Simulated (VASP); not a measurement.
Method: PBEsol GGA, VASP's PBE PAW potentials (set 64) (plane waves; VASP 6.6.1).

VASP ran on this input.

### INCAR
```
SYSTEM = BAs
PREC = Accurate; ENCUT = 620; LREAL = .FALSE.
LASPH = .TRUE.
EDIFF = 1E-6; NELM = 100; ALGO = Normal
LMAXMIX = 4
ISMEAR = 0; SIGMA = 0.05
GGA = PS
IBRION = 2; NSW = 40; ISIF = 3
EDIFFG = -0.02; PSTRESS = 50
LWAVE = .FALSE.; LCHARG = .FALSE.
```

**KPOINTS**
```
Automatic mesh
0
Gamma
10 10 10
0 0 0
```

**POSCAR**
```
BAs
1.0
  0.0000000000   2.3626212481   2.3626212481
  2.3626212481   0.0000000000   2.3626212481
  2.3626212481   2.3626212481   0.0000000000
B As
1 1
Cartesian
  0.0000000000   0.0000000000   0.0000000000
  1.1813106240   1.1813106240   1.1813106240
```

POTCAR, in this order: B As (PBE.64 set). Program: vasp_std.

The run wrote:

File OUTCAR:
```
 ion  position               nearest neighbor table
   1  0.000  0.000  0.000-   2 2.05   2 2.05   2 2.05   2 2.05
   2  0.250  0.250  0.250-   1 2.05   1 2.05   1 2.05   1 2.05
  LATTYP: Found a face centered cubic cell.
 ALAT       =     4.7252424962
 Subroutine PRICEL returns:
 Original cell was already a primitive cell.
 Subroutine GETGRP returns: Found 24 space group operations
The static configuration has the point symmetry T_d .
The dynamic configuration has the point symmetry T_d .
 Subroutine INISYM returns: Found 24 space group operations
 Subroutine IBZKPT returns following result:
 Found     47 irreducible k-points:

 Following reciprocal coordinates:
            Coordinates               Weight
  0.000000  0.000000  0.000000      1.000000
  0.100000  0.000000  0.000000      8.000000
  0.200000  0.000000  0.000000      8.000000
  0.300000  0.000000  0.000000      8.000000
  0.400000  0.000000  0.000000      8.000000
  0.500000  0.000000  0.000000      4.000000
  0.100000  0.100000  0.000000      6.000000
  0.200000  0.100000  0.000000     24.000000
  0.300000  0.100000  0.000000     24.000000
  0.400000  0.100000  0.000000     24.000000
  0.500000  0.100000  0.000000     24.000000
 -0.400000  0.100000  0.000000     24.000000
 -0.300000  0.100000  0.000000     24.000000
 -0.200000  0.100000  0.000000     24.000000
 -0.100000  0.100000  0.000000     12.000000
  0.200000  0.200000  0.000000      6.000000
  0.300000  0.200000  0.000000     24.000000
  0.400000  0.200000  0.000000     24.000000
  0.500000  0.200000  0.000000     24.000000
 -0.400000  0.200000  0.000000     24.000000
 -0.300000  0.200000  0.000000     24.000000
 -0.200000  0.200000  0.000000     12.000000
  0.300000  0.300000  0.000000      6.000000
  0.400000  0.300000  0.000000     24.000000
...
```

OSZICAR:
```
       N       E                     dE             d eps       ncg     rms          rms(c)
DAV:   1     0.157309673103E+02    0.15731E+02   -0.44619E+03   752   0.103E+03
DAV:   2    -0.124390971679E+02   -0.28170E+02   -0.27144E+02  1120   0.116E+02
DAV:   3    -0.128622664499E+02   -0.42317E+00   -0.42317E+00   832   0.185E+01
DAV:   4    -0.128631824348E+02   -0.91598E-03   -0.91598E-03  1184   0.813E-01
DAV:   5    -0.128631825880E+02   -0.15313E-06   -0.15309E-06   824   0.911E-03    0.508E+00
DAV:   6    -0.122776978800E+02    0.58548E+00   -0.16982E+00   768   0.675E+00    0.255E+00
DAV:   7    -0.122009393650E+02    0.76759E-01   -0.22990E-01  1056   0.283E+00    0.926E-01
DAV:   8    -0.121911911344E+02    0.97482E-02   -0.21219E-02   824   0.974E-01    0.116E-01
DAV:   9    -0.121913206438E+02   -0.12951E-03   -0.49302E-04   976   0.190E-01    0.639E-02
DAV:  10    -0.121913827477E+02   -0.62104E-04   -0.13324E-04   792   0.791E-02    0.144E-02
DAV:  11    -0.121913851746E+02   -0.24269E-05   -0.36550E-06  1152   0.172E-02    0.132E-02
DAV:  12    -0.121913847863E+02    0.38837E-06   -0.11379E-06   424   0.672E-03
   1 F= -.11368249E+02 E0= -.11368249E+02  d E =-.113682E+02
```

### OUTCAR
```
------------------------ aborting loop because EDIFF is reached ----------------------------------------
  FORCE on cell =-STRESS in cart. coord.  units (eV):
  Direction    XX          YY          ZZ          XY          YZ          ZX
  --------------------------------------------------------------------------------------
  Total        0.8204018      0.8204018      0.8204018      0.0000000      0.0000000      0.0000000
  in kB       49.8339026     49.8339026     49.8339026      0.0000000      0.0000000      0.0000000
  external PRESSURE =      -0.1660974 kB  Pullay stress =      50.0000000 kB
  volume of cell :       26.38
      direct lattice vectors                 reciprocal lattice vectors
     0.000000000  2.362621248  2.362621248    -0.211629350  0.211629350  0.211629350
     2.362621248  0.000000000  2.362621248     0.211629350 -0.211629350  0.211629350
     2.362621248  2.362621248  0.000000000     0.211629350  0.211629350 -0.211629350
  FREE ENERGIE OF THE ION-ELECTRON SYSTEM (eV)
  ---------------------------------------------------
  free  energy   TOTEN  =       -12.1913847863 eV

  energy  without entropy=      -12.1913847863  energy(sigma->0) =      -12.19138479
  enthalpy is  TOTEN    =       -11.3682485249 eV   P V=        0.8231362614

 reached required accuracy - stopping structural energy minimisation
```
(Selected blocks of OUTCAR.)

The structure was generated: BAs was put into the zinc blende type (F-43m), which need not be its known phase. It was relaxed first under an external pressure of 5 GPa.
